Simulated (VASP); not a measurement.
Input for VASP

**KPOINTS**
```
Automatic
0
gamma
  13 13 13
```

### POSCAR
```
CdO
1.0
  0.0000000000   2.3275690977   2.3275690977
  2.3275690977   0.0000000000   2.3275690977
  2.3275690977   2.3275690977   0.0000000000
Cd O
1 1
Cart
  0.0000000000   0.0000000000   0.0000000000
  2.3275690977   2.3275690977   2.3275690977
```

**INCAR**
```
! general
SYSTEM   =  CdO
PREC     =  Accurate
ENCUT    =  620
LREAL    =  F
LASPH    =  T

! electronic loop
EDIFF    =  1E-6
NELM     =  100
ALGO     =  Normal
LMAXMIX  =  4

! smearing
ISMEAR   =  1
SIGMA    =  0.1

! functional
GGA      =  PS

! ions
IBRION   =  2
NSW      =  40
ISIF     =  3
EDIFFG   =  -0.02
PSTRESS  =  100

! output
LWAVE    =  F
LCHARG   =  F
```

POTCAR, in this order: Cd O (PBE.64 set). Program: vasp_std.

**Question.** Write an equivalent input for Ansatz.

**Answer.** One equivalent input (not run):
Ansatz 0.2 input:
```yaml
crystal:
  lattice:
    - [0.0000000, 2.3275691, 2.3275691]
    - [2.3275691, 0.0000000, 2.3275691]
    - [2.3275691, 2.3275691, 0.0000000]
  atoms:
    - { symbol: Cd, position: [0.0000000, 0.0000000, 0.0000000] }
    - { symbol: O, position: [0.5000000, 0.5000000, 0.5000000] }
kpoints:
  mp_grid: { grid: [13, 13, 13] }
hamiltonian:
  xc: pbesol
  pseudopotentials: { kind: paw }
scf:
  occupations: { method: methfessel_paxton, width: 0.1 }
  max_iter: 100
relax:
  max_steps: 40
  f_tol: 0.02
  cell: { p_target: 10 }
output: { forces: true, stress: true, eigenvalues: true }
```
Limits of the translation: each code has its own PAW files, so the cut-off isn't converted (ENCUT is set for VASP's; basis.ecutwfc is left out, and Ansatz then takes the one that its files recommend); Ansatz stops its SCF on the density residual and VASP on the energy change (EDIFF).

The compound is CdO in the rock salt structure. This run relaxes it under an external pressure of 10 GPa. Symmetry was kept, so distortions that lower it aren't found.
